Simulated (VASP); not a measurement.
Consider the following.

```
SrTe
1.0
    0.00000     3.30729     3.30729
    3.30729     0.00000     3.30729
    3.30729     3.30729     0.00000
Sr Te
1 1
Direct
  0.00000   0.00000   0.00000
  0.50000   0.50000   0.50000
```

All values below come from PBEsol GGA, VASP's PBE PAW potentials (set 64) (plane waves; VASP 6.6.1). Run with 480 eV cut-off, 6×6×6 Γ-centred mesh, Gaussian smearing of 0.050 eV, potentials Sr_sv Te.

Energy and stress use the plane-wave basis of the starting cell.

Q: The ions, cell shape and volume at an external pressure of 1.0 GPa are relaxed. Which structure does the run end with?

A: 
```
SrTe
1.0
    0.00000     3.27861     3.27861
    3.27861     0.00000     3.27861
    3.27861     3.27861     0.00000
Sr Te
1 1
Cartesian
  0.00000   0.00000   0.00000
  3.27861   3.27861   3.27861
```
Space group Fm-3m (225), at a tolerance of 0.03 Å.

Q: How do energy and volume change from the first to the last step?

A: The energy (σ→0) changes by +2.9 meV/atom and the volume by -2.6 %, in 3 ionic steps.

```tsv
step	E(σ→0) (eV)	max force (eV/Å)	pressure (GPa)	volume (Å³)
1	-8.8329	0.000	0.01	72.35
2	-8.8240	0.000	1.26	70.04
3	-8.8272	0.000	1.00	70.49
```

The compound is SrTe in the rock salt structure. This run relaxes it under an external pressure of 1 GPa. Symmetry was kept, so distortions that lower it aren't found.
